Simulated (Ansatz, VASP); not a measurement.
**Cross-check of SrCoS3 between VASP and Ansatz**

Aim: how closely do two programs agree when they are given the same cell, functional and k mesh? The two relaxations start from unlike cells of this crystal (the structure described is Ansatz's start), so only their ends are compared.

Program: Ansatz 0.2.0. Level of theory: plane waves, with VASP 6.6.1 beside it; relaxation of cell and atoms at LDA. Results are calculated unless marked as measured.

The structure was built from a prototype and need not be the compound's stable phase.

## (1) Starting point

The structure is cubic, space group Pm-3m (No. 221). The conventional cell has a = 4.606 Å, b = 4.606 Å, c = 4.606 Å, α = 90.00°, β = 90.00°, γ = 90.00°. Nearest to Sr lie 12 S at 3.26 Å. Nearest to Co lie 6 S at 2.30 Å. Nearest to S lie 2 Co at 2.30 Å and 4 Sr at 3.26 Å. As first built, before any earlier steps moved the atoms (in the runner's words): all O replaced by S in the Pm-3m structure of SrCoO3. Farther neighbours and most contacts between anions are not listed.

## (2) Ansatz: relaxation of cell and atoms, LDA

Ansatz runs on its default PAW (the set named soft_2) files.

The relaxed volume is the usual yardstick between codes: in a stiff, nearly cubic crystal its relative difference is about their pressure difference at one cell divided by the bulk modulus.

Input file input.yaml:

```yaml
crystal:
  lattice:
    - [4.60574618, 0.0, 0.0]
    - [0.0, 4.60574618, 0.0]
    - [0.0, 0.0, 4.60574618]
  atoms:
    - { symbol: Sr, position: [0.0, 0.0, 0.0] }
    - { symbol: Co, position: [0.5, 0.5, 0.5], spin: 2.0 }
    - { symbol: S, position: [0.5, 0.0, 0.5] }
    - { symbol: S, position: [0.0, 0.5, 0.5] }
    - { symbol: S, position: [0.5, 0.5, 0.0] }
magnetization:
  spin_polarized: true
kpoints:
  mp_grid: { grid: [5, 5, 5] }
scf:
  occupations: { method: fermi_dirac, width: 0.05 }
hamiltonian:
  xc: lda
output:
  forces: true
  stress: true
relax:
  f_tol: 0.02
  max_steps: 50
  cell: {}
```

Launch:

```
$ ansatz run input.yaml --threads 1 --pin off --max-ram 4096MiB --backend cpu --events-out ev --progress --plain --runs-dir out
```

Numbers of over 12 decimals in the logs are rounded to 6 here.

Log:

```text
Engine: ansatz 0.2.0, aarch64-unknown-linux-gnu
Pseudopotentials: kind: paw
Pseudopotential: Sr, paw, valence charge 10, recommended cutoff 420 eV (normal), Sr.paw.azcp
Pseudopotential: Co, paw, valence charge 17, recommended cutoff 420 eV (normal), Co.paw.azcp
Pseudopotential: S, paw, valence charge 6, recommended cutoff 420 eV (normal), S.paw.azcp
Functional definition: SPW92
  exchange = slater_x
  correlation = pw_c
Crystal: 5 atoms, lattice volume = 97.701 Å³
Basis set: ecut = 420 eV, 1935 PW (Γ)
Bands: 29, of which v1, the nominal top of the filled ones, is band 23 counted from 1 (22 counted from 0)
Symmetry: 48 space group operations
Space group: Pm-3m (ITA 221), of the structure as read, at distance tolerance 4.6e-5 Å
Magnetic group: BNS 221.92 (UNI 1594), of the structure as read, at distance tolerance 4.6e-5 Å
k-points: 10 of 125
Non-local potential: Sr, projectors of the file, l = 0: 3, l = 1: 2, l = 2: 2
Non-local potential: Co, projectors of the file, l = 0: 3, l = 1: 2, l = 2: 3, l = 3: 1
Non-local potential: S, projectors of the file, l = 0: 2, l = 1: 2, l = 2: 2
PAW form: soft (Blöchl's): semilocal exchange-correlation on the pseudo side does not see the compensation charge
PAW frozen core: Sr, regenerated for the run's functional, and the local potential with it (the file was generated under x = pbe(κ = 0.804, μ = 0.219515), c = pbe(β = 0.066725))
PAW frozen core: Co, regenerated for the run's functional, and the local potential with it (the file was generated under x = pbe(κ = 0.804, μ = 0.219515), c = pbe(β = 0.066725))
PAW frozen core: S, regenerated for the run's functional, and the local potential with it (the file was generated under x = pbe(κ = 0.804, μ = 0.219515), c = pbe(β = 0.066725))
PAW one-centre angular grid: Sr, 110 points (default); XC on 64 Gauss nodes
PAW one-centre angular grid: Co, 590 points (default); XC on 64 Gauss nodes
PAW one-centre angular grid: S, 110 points (default); XC on 64 Gauss nodes
Initial density: superposition of atomic densities (chi_scale 0.1, normalization cell, long waves kept (reshape's long-wave potential 0.00 eV rms))
Starting moments: Σ|m| = 2 μB on 1 of 5 sites
Initial wavefunctions: pseudopotential atomic-orbital guess
Functional: x = slater, c = lda
SCF iter   1: F=—  HF=-11120.160755 eV  |F-HF|=—  |Δ(HF+E_count)|=         —  Δρ=3.46e-2 (↑2.83e-2 ↓3.46e-2)  dr2=4.51e0  dr2_m=4.75e-2  M=2.094 μB ∫|m|=2.250 μB  β_m=0.30  ethr=3.10e-3  ⟨swp⟩=8.2  Hψ=3032  notcnv=0
Mixer restart at iter 1: flushing history
preconditioner: auto → Kerker (q_TF=auto, 2.398 Å⁻¹)  [metal: Δε(μ)=0.029 eV  Ē_g=9.819 eV  σ=0.050 eV  W_gap=0.14  n_scr=26 (ndim 8)  ℏωp=22.2 eV  f_vac=0.000  D(μ)=6.54/eV (n_scr^D=80)]
spin=Collinear: Kerker preconditioning applied to the charge; magnetization (m = ρ↑ − ρ↓) channel mixes plain (no charge-response kernel on spin).
SCF iter   2: F=—  HF=-11118.997360 eV  |F-HF|=—  |Δ(HF+E_count)|=    1.16e0  Δρ=1.42e-2 (↑1.42e-2 ↓1.24e-2)  dr2=1.30e0  dr2_m=1.74e-2  M=1.952 μB ∫|m|=2.116 μB  β_m=0.33  ethr=3.10e-3  ⟨swp⟩=2.8  Hψ=1092  notcnv=0  defer=10
SCF iter   3: F=—  HF=-11119.092189 eV  |F-HF|=—  |Δ(HF+E_count)|=   9.48e-2  Δρ=1.27e-2 (↑9.96e-3 ↓1.27e-2)  dr2=7.14e-1  dr2_m=4.14e-2  M=1.898 μB ∫|m|=2.062 μB  β_m=0.59  ethr=2.89e-3  ⟨swp⟩=2.7  Hψ=740  notcnv=0  defer=10
SCF iter   4: F=—  HF=-11119.341512 eV  |F-HF|=—  |Δ(HF+E_count)|=   2.49e-1  Δρ=2.49e-2 (↑5.19e-3 ↓2.49e-2)  dr2=6.92e-1  dr2_m=1.10e-1  M=1.730 μB ∫|m|=1.873 μB  β_m=0.41  ethr=1.59e-3  ⟨swp⟩=3.0  Hψ=1053  notcnv=0  defer=10
SCF iter   5: F=-11119.105763 eV  HF=-11119.681433 eV  |F-HF|=5.76e-1  |Δ(HF+E_count)|=   3.40e-1  Δρ=2.25e-2 (↑2.25e-2 ↓1.04e-2)  dr2=5.38e-1  dr2_m=3.79e-2  M=1.829 μB ∫|m|=1.915 μB  β_m=0.55  ethr=1.54e-3  ⟨swp⟩=3.0  Hψ=1314  notcnv=0  defer=10
SCF iter   6: F=-11119.555479 eV  HF=-11119.546831 eV  |F-HF|=8.65e-3  |Δ(HF+E_count)|=   1.35e-1  Δρ=6.08e-3 (↑6.08e-3 ↓4.44e-3)  dr2=2.41e-2  dr2_m=2.07e-2  M=1.690 μB ∫|m|=1.737 μB  β_m=0.69  ethr=1.19e-3  ⟨swp⟩=3.7  Hψ=1198  notcnv=0  defer=10
SCF iter   7: F=-11119.553249 eV  HF=-11119.576993 eV  |F-HF|=2.37e-2  |Δ(HF+E_count)|=         —  Δρ=7.00e-3 (↑7.00e-3 ↓2.05e-3)  dr2=4.47e-2  dr2_m=7.62e-3  M=1.813 μB ∫|m|=1.833 μB  β_m=0.69  ethr=5.35e-5  ⟨swp⟩=2.1  Hψ=1140  notcnv=0  defer=10
Mixer restart at iter 7: flushing history
SCF iter   8: F=—  HF=-11119.590509 eV  |F-HF|=—  |Δ(HF+E_count)|=   1.35e-2  Δρ=5.75e-3 (↑2.65e-3 ↓5.75e-3)  dr2=3.44e-2  dr2_m=2.47e-3  M=1.773 μB ∫|m|=1.792 μB  β_m=0.57  ethr=5.35e-5  ⟨swp⟩=2.0  Hψ=1158  notcnv=0  defer=10
[...]
Crystal: 5 atoms, lattice volume = 89.668 Å³
[...]
preconditioner: auto → Kerker (q_TF=auto, 2.075 Å⁻¹)  [metal: Δε(μ)=0.028 eV  Ē_g=10.239 eV  σ=0.050 eV  W_gap=0.14  n_scr=18 (ndim 8)  ℏωp=23.2 eV  f_vac=0.000  D(μ)=7.61/eV (n_scr^D=80)]
spin=Collinear: Kerker preconditioning applied to the charge; magnetization (m = ρ↑ − ρ↓) channel mixes plain (no charge-response kernel on spin).
[...]
SCF 4 converged in 9 iterations: F = -11119.759685 eV  dr2 = 2.01e-8
relax step   4: F+E_penalty+E_count = -11119.75968516 eV  Δ(F+E_penalty+E_count) = -3.106e-4 eV  max|allowed force component| = 2.682e-29 eV/Å  Δτ_max = 0.0000 Å  P = -0.014 GPa  Ω = 89.668 Å³  energy of the carried Pulay correction = +1.823e-3 eV  (9 SCF iters, dr2 threshold 3.30e-7 eV, accepted)
Initial wavefunctions: pseudopotential atomic-orbital guess (no wavefunctions were taken with the density)
[...]
preconditioner: auto → Kerker (q_TF=auto, 2.075 Å⁻¹)  [metal: Δε(μ)=0.028 eV  Ē_g=10.238 eV  σ=0.050 eV  W_gap=0.14  n_scr=18 (ndim 8)  ℏωp=23.2 eV  f_vac=0.000  D(μ)=7.60/eV (n_scr^D=80)]
spin=Collinear: Kerker preconditioning applied to the charge; magnetization (m = ρ↑ − ρ↓) channel mixes plain (no charge-response kernel on spin).
SCF iter   2: F=—  HF=-11119.758469 eV  |F-HF|=—  |Δ(HF+E_count)|=   6.46e-6  Δρ=4.62e-5 (↑4.62e-5 ↓4.25e-5)  dr2=7.67e-7  dr2_m=1.27e-6  M=1.629 μB ∫|m|=1.638 μB  β_m=0.57  ethr=7.81e-8  ⟨swp⟩=2.0  Hψ=1024  notcnv=0
SCF iter   3: F=—  HF=-11119.758470 eV  |F-HF|=—  |Δ(HF+E_count)|=   1.46e-6  Δρ=3.14e-5 (↑3.14e-5 ↓1.89e-5)  dr2=1.10e-6  dr2_m=4.06e-8  M=1.629 μB ∫|m|=1.639 μB  β_m=0.51  ethr=1.70e-9  ⟨swp⟩=2.0  Hψ=1052  notcnv=0
SCF iter   4: F=—  HF=-11119.758470 eV  |F-HF|=—  |Δ(HF+E_count)|=   6.23e-7  Δρ=2.32e-5 (↑6.22e-6 ↓2.32e-5)  dr2=4.41e-7  dr2_m=9.54e-8  M=1.630 μB ∫|m|=1.639 μB  β_m=0.75  ethr=1.70e-9  ⟨swp⟩=2.0  Hψ=1035  notcnv=0
SCF iter   5: F=—  HF=-11119.758471 eV  |F-HF|=—  |Δ(HF+E_count)|=   1.48e-6  Δρ=3.37e-5 (↑6.04e-6 ↓3.37e-5)  dr2=9.01e-7  dr2_m=2.51e-7  M=1.630 μB ∫|m|=1.640 μB  β_m=0.88  ethr=9.81e-10  ⟨swp⟩=2.0  Hψ=761  notcnv=0
SCF iter   6: F=—  HF=-11119.758473 eV  |F-HF|=—  |Δ(HF+E_count)|=   2.11e-6  Δρ=3.36e-6 (↑3.36e-6 ↓1.83e-6)  dr2=9.38e-9  dr2_m=2.47e-9  M=1.631 μB ∫|m|=1.640 μB  β_m=0.83  ethr=9.81e-10  ⟨swp⟩=2.9  Hψ=1131  notcnv=0
SCF iter   7: F=—  HF=-11119.758473 eV  |F-HF|=—  |Δ(HF+E_count)|=   3.10e-8  Δρ=6.98e-6 (↑1.12e-6 ↓6.98e-6)  dr2=4.85e-8  dr2_m=8.65e-9  M=1.631 μB ∫|m|=1.641 μB  β_m=0.83  ethr=2.08e-11  ⟨swp⟩=2.0  Hψ=1050  notcnv=0
SCF iter   8: F=—  HF=-11119.758473 eV  |F-HF|=—  |Δ(HF+E_count)|=   7.28e-8  Δρ=2.32e-6 (↑5.08e-7 ↓2.32e-6)  dr2=6.01e-9  dr2_m=8.07e-10  M=1.631 μB ∫|m|=1.641 μB  β_m=0.92  ethr=2.08e-11  ⟨swp⟩=3.0  Hψ=1183  notcnv=0
SCF iter   9: F=—  HF=-11119.758473 eV  |F-HF|=—  |Δ(HF+E_count)|=   7.73e-9  Δρ=7.07e-7 (↑1.56e-7 ↓7.07e-7)  dr2=5.07e-10  dr2_m=8.18e-11  M=1.631 μB ∫|m|=1.641 μB  β_m=0.95  ethr=1.34e-11  ⟨swp⟩=2.0  Hψ=906  notcnv=0
SCF iter  10: F=—  HF=-11119.758473 eV  |F-HF|=—  |Δ(HF+E_count)|=  6.11e-10  Δρ=5.70e-8 (↑2.87e-8 ↓5.70e-8)  dr2=4.09e-12  dr2_m=1.97e-13  M=1.631 μB ∫|m|=1.641 μB  β_m=0.97  ethr=1.13e-12  ⟨swp⟩=2.1  Hψ=1065  notcnv=0
SCF iter  11: F=-11119.758473 eV  HF=-11119.758473 eV  |F-HF|=1.82e-11  |Δ(HF+E_count)|=  1.82e-12  Δρ=1.27e-7 (↑2.47e-8 ↓1.27e-7)  dr2=1.76e-11  dr2_m=2.64e-12  M=1.631 μB ∫|m|=1.641 μB  ethr=1.00e-12  ⟨swp⟩=2.8  Hψ=1797  notcnv=0
SCF 5 converged in 11 iterations: F = -11119.758473 eV  dr2 = 1.76e-11
relax step   5: F+E_penalty+E_count = -11119.75847337 eV  Δ(F+E_penalty+E_count) = +1.212e-3 eV  max|allowed force component| = 5.522e-29 eV/Å  Δτ_max = 0.0000 Å  P = -0.032 GPa  Ω = 89.668 Å³  stress off target by 3.21e-2 GPa  SCF on the basis re-selected at this cell (its energy is not comparable with the rows above)  (11 SCF iters)
basis re-selected at this cell: Δ(F+E_penalty+E_count) = +1.212e-3 eV, ΔP = -0.018 GPa vs the last step (what re-selecting the basis moved, of the pressure what is left beyond the Pulay correction that the steps carried, after the strain that the cell walked since its last selection, with what the two solves' SCF thresholds leave and, on support functions, any second-order correction that the steps lacked; it is no measure of the basis error at this ecutwfc). The dense FFT grid was sized anew with the basis: this SCF ran on 30×30×30 points, the steps before it on 32×32×32, so part of this shift can come from that change (see relax.cell in the input reference). [rest of the remark cut]
SCF converged after 11 iterations
Magnetization: 1.6311 μB (23.3156 up, 21.6844 down)
Absolute magnetization: 1.6397 μB (∫|ρ↑−ρ↓|, with the PAW one-centre terms)
Spin contamination: 0.0131 ħ² per cell (⟨S²⟩ above its minimum at these occupations)
Per-site moments (μB) at R_I (Å): [(0.018481, 1.305533), (0.883334, 0.923151), (0.144577, 0.923151), (0.144577, 0.923151), (0.144577, 0.923151)]
Free energy (F): -11119.758473 eV
Harris-Foulkes:  -11119.758473 eV  (|F-HF|=1.82e-11)
Internal energy: -11119.698733 eV  (E = F + TS)
E sigma→0 (E₀):  -11119.728603 eV
Entropy (-TS):   -0.059740 eV (-11.948 meV/atom)
Fermi energy:    9.511838 eV
--- Per-component energies (eV) ---
  E_band       = -412.436349
  E_kinetic    = 1024.803443
  E_local      = -5359.306936  (includes V_loc(G=0)·N_el)
  E_nonlocal   = 758.524294
  E_hartree    = 2173.788671
  E_xc         = -619.923044
  E_vxc        = -632.175706  (∫ρ·V_xc dr)
  E_paw        = -5757.673632  (= ΣΔE_a)
  E_vpaw       = -551.858469  (= ΣTr[D̂ρ^β])
  E_aug_tail   = 0.000045  (compensation charges beyond the density's cutoff)
  E_ewald      = -3341.083551
  E_core_change = 1.171979  (= ΣΔE_core)
  E_smearing   = -0.059740  (= −TS)
  E_closure    = 0.000000  (closes the sum)
  Σ components = -11119.758473   (vs F -11119.758473, Δ=0.00e0)
--- Forces (eV/Å), atoms counted from 1 ---
  atom   1  Sr     0.00000000     0.00000000    -0.00000000
  atom   2  Co    -0.00000000    -0.00000000    -0.00000000
  atom   3  S      0.00000000     0.00000000     0.00000000
  atom   4  S     -0.00000000     0.00000000     0.00000000
  atom   5  S      0.00000000     0.00000000     0.00000000
  max |Σ_I F_I| component: 6.05e-29 eV/Å
--- Stress (GPa, compression-positive) ---
       -0.032136       0.000000       0.000000
        0.000000      -0.032136      -0.000000
        0.000000      -0.000000      -0.032136
  P = ⅓ Tr σ = -0.0321 GPa (-0.321 kbar)
--- Relaxed structure (4 steps of the walk, 4 accepted, 1 SCFs on fresh bases) ---
  F+E_penalty+E_count = -11119.75847337 eV   max|allowed force component| = 5.522e-29 eV/Å   (the final SCF, on the basis selected at the relaxed cell)
  cell:  # Å, volume = 89.6679 Å³
    - [4.475885, 0, 0]
    - [0, 4.475885, 0.0]
    - [0, 0.0, 4.475885]
  atoms:
    - { symbol: Sr, position: [0, 0, 0] }
    - { symbol: Co, position: [0.5, 0.500000, 0.500000] }
    - { symbol: S, position: [0.5, 0, 0.500000] }
    - { symbol: S, position: [0, 0.500000, 0.500000] }
    - { symbol: S, position: [0.5, 0.500000, 0] }
```

(Continued in part 2 of 2.)

[Lines on the potential files, build, host, timing and source positions are cut from VASP's logs without a mark.]

[Logs are printed without paths, hosts, clocks, repeated set-up lines and the standing remarks that a program may print on its own settings, such as how far it seeks lower states.]

[Hosts, paths, dates, database ids (printed as entryN), source tags and the programs' standing remarks are cut or masked in the printed files.]
